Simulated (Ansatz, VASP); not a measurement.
**LiCa: VASP beside Ansatz**

```xyz
2
Lattice="3.7927 0.0000 0.0000 -1.8963 3.2846 0.0000 0.0000 0.0000 5.3852" Properties=species:S:1:pos:R:3 pbc="T T T"
Li    0.0000    0.0000    0.0000
Ca    0.0000    2.1897    2.6926
```

The cell was built by a generator and needn't be a form met in nature.

Alike in both runs: task relaxation of cell and atoms; functional PBE; k mesh 8 × 8 × 5; occupations fermi-dirac, width 0.05 eV; no spin polarisation.

|  | VASP | Ansatz |
| --- | --- | --- |
| version | VASP 6.6.1 | Ansatz 0.2.0 |
| potentials or method | VASP PAW PBE potentials, release 64 (Li_sv, Ca_sv) | Ansatz PAW |
| plane-wave cutoff (eV) | 600 | 420 |
| valence electrons in the cell | 13 | 13 |

```tsv
	VASP	Ansatz	Ansatz less VASP
gap on the k mesh at the Fermi level, each at its own relaxed structure (eV)	none	none	-
relaxed volume (Å³/atom)	33.48	33.52	+0.041
relaxed cell length with the largest relative difference (Å)	5.385	5.389	+0.0037
```

A gap of «none» marks a metal or a gap that the smearing closes.

Caveats: the cutoff is under 1.25 times the usual one of these potentials, so pressure, stress and relaxed cells hold a basis-set (Pulay) error (VASP); the plane-wave basis is chosen anew once the cell has moved, so the energies of steps on either side of that aren't comparable (Ansatz).
